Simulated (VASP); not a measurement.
VASP runs on Ge (diamond) share one base input (PBE GGA, plane waves, VASP's PBE PAW potentials (set 64)) and change the settings named in each case.

### INCAR
```
SYSTEM = Ge
PREC = Accurate
ENCUT = 400
EDIFF = 1E-6
NELM = 100
ALGO = Normal
LREAL = .FALSE.
LASPH = .TRUE.
ISMEAR = 0
SIGMA = 0.05
GGA = PE
LMAXMIX = 4
LWAVE = .FALSE.
LCHARG = .FALSE.
ISIF = 2
```

File POSCAR:
```
Ge
1.0
  0.0000000000   2.8855800000   2.8855800000
  2.8855800000   0.0000000000   2.8855800000
  2.8855800000   2.8855800000   0.0000000000
Ge
2
Cartesian
  0.0000000000   0.0000000000   0.0000000000
  1.4427900000   1.4427900000   1.4427900000
```

### KPOINTS
```
K-points
0
G
7 7 7
0 0 0
```

POTCAR, in this order: Ge_d (PBE.64 set). Program: vasp_std.

```json
[
 {"change": "base run", "E(σ→0) (eV/atom)": "-4.5076", "pressure (GPa)": "-0.64", "−TS (eV)": "-0.0005", "plane waves": "893"},
 {"change": "ENCUT = 225", "E(σ→0) (eV/atom)": "-4.0174", "pressure (GPa)": "-52.42", "−TS (eV)": "-0.0006", "plane waves": "378"},
 {"change": "ENCUT = 350", "E(σ→0) (eV/atom)": "-4.5089", "pressure (GPa)": "-0.34", "−TS (eV)": "-0.0005", "plane waves": "725"},
 {"change": "ENCUT = 375", "E(σ→0) (eV/atom)": "-4.5081", "pressure (GPa)": "-0.51", "−TS (eV)": "-0.0005", "plane waves": "821"},
 {"change": "ENCUT = 575", "E(σ→0) (eV/atom)": "-4.5078", "pressure (GPa)": "-0.30", "−TS (eV)": "-0.0005", "plane waves": "1516"},
 {"change": "ENCUT = 650", "E(σ→0) (eV/atom)": "-4.5077", "pressure (GPa)": "-0.32", "−TS (eV)": "-0.0005", "plane waves": "1829"},
 {"change": "ENCUT = 775", "E(σ→0) (eV/atom)": "-4.5077", "pressure (GPa)": "-0.29", "−TS (eV)": "-0.0005", "plane waves": "2397"},
 {"change": "ENCUT = 800", "E(σ→0) (eV/atom)": "-4.5077", "pressure (GPa)": "-0.29", "−TS (eV)": "-0.0005", "plane waves": "2499"}
]
```

Left out are runs that ran out of time, are held back, or changed the cell or the kind of run, fixed moments of cells without a moment, rows past the twelfth, gaps on odd meshes, pressures of charged cells and columns that move by less than the noise.

The compound is Ge in the diamond structure. The cell was not relaxed at this level.
